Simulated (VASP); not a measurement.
OSZICAR of a VASP run on MgH2 (rutile):

File OSZICAR:
```
       N       E                     dE             d eps       ncg     rms          rms(c)
DAV:   1     0.322491672449E+01    0.32249E+01   -0.31225E+03   384   0.752E+02
DAV:   2    -0.182033521175E+02   -0.21428E+02   -0.19818E+02   528   0.846E+01
DAV:   3    -0.188955503037E+02   -0.69220E+00   -0.69220E+00   512   0.216E+01
DAV:   4    -0.188969685384E+02   -0.14182E-02   -0.14182E-02   520   0.932E-01
DAV:   5    -0.188969774153E+02   -0.88769E-05   -0.88769E-05   536   0.623E-02    0.651E+00
DAV:   6    -0.179658351308E+02    0.93114E+00   -0.74280E-01   400   0.515E+00    0.334E+00
DAV:   7    -0.176415809678E+02    0.32425E+00   -0.99131E-01   400   0.644E+00    0.498E-01
DAV:   8    -0.176505507903E+02   -0.89698E-02   -0.19481E-02   400   0.110E+00    0.960E-02
DAV:   9    -0.176503946523E+02    0.15614E-03   -0.84426E-04   576   0.212E-01    0.194E-02
DAV:  10    -0.176504150268E+02   -0.20375E-04   -0.39839E-05   456   0.554E-02    0.110E-02
DAV:  11    -0.176504134566E+02    0.15702E-05   -0.69363E-06   528   0.138E-02    0.184E-03
DAV:  12    -0.176504134424E+02    0.14186E-07   -0.20701E-07   480   0.384E-03
   1 F= -.18450107E+02 E0= -.18450107E+02  d E =-.184501E+02
       N       E                     dE             d eps       ncg     rms          rms(c)
DAV:   1    -0.176512405105E+02   -0.82705E-03   -0.76475E-03   464   0.676E-01    0.361E-02
DAV:   2    -0.176512306500E+02    0.98605E-05   -0.53981E-05   424   0.643E-02    0.218E-02
DAV:   3    -0.176512250612E+02    0.55888E-05   -0.24730E-05   464   0.293E-02    0.213E-03
DAV:   4    -0.176512251536E+02   -0.92441E-07   -0.43999E-07   424   0.550E-03
   2 F= -.18450834E+02 E0= -.18450834E+02  d E =-.727028E-03
       N       E                     dE             d eps       ncg     rms          rms(c)
DAV:   1    -0.176522620540E+02   -0.10370E-02   -0.39371E-02   464   0.153E+00    0.820E-02
DAV:   2    -0.176522091944E+02    0.52860E-04   -0.27914E-04   424   0.146E-01    0.495E-02
DAV:   3    -0.176521788106E+02    0.30384E-04   -0.12912E-04   456   0.667E-02    0.488E-03
DAV:   4    -0.176521793928E+02   -0.58221E-06   -0.22995E-06   424   0.126E-02    0.265E-03
DAV:   5    -0.176521796470E+02   -0.25421E-06   -0.38643E-07   432   0.443E-03    0.256E-04
DAV:   6    -0.176521796576E+02   -0.10604E-07   -0.80374E-09   192   0.719E-04
   3 F= -.18451596E+02 E0= -.18451596E+02  d E =-.148971E-02
```

Which electronic solver shows in the log?

It is blocked Davidson (ALGO = Normal, or the opening steps of other solvers). The INCAR had ALGO = Normal.

Can the final energy be trusted as converged?

The run converged. It stopped with EDIFF = 1E-7, NELM = 100, NSW = 30 and EDIFFG = -0.01 after 3 ionic steps (PBE GGA with D3 dispersion (Becke-Johnson damping), plane waves, VASP's PBE PAW potentials (set 64)).

The compound is MgH2 in the rutile structure. This cell is one point of a volume scan, at 1.06 of the reference volume. Symmetry was kept, so distortions that lower it aren't found.
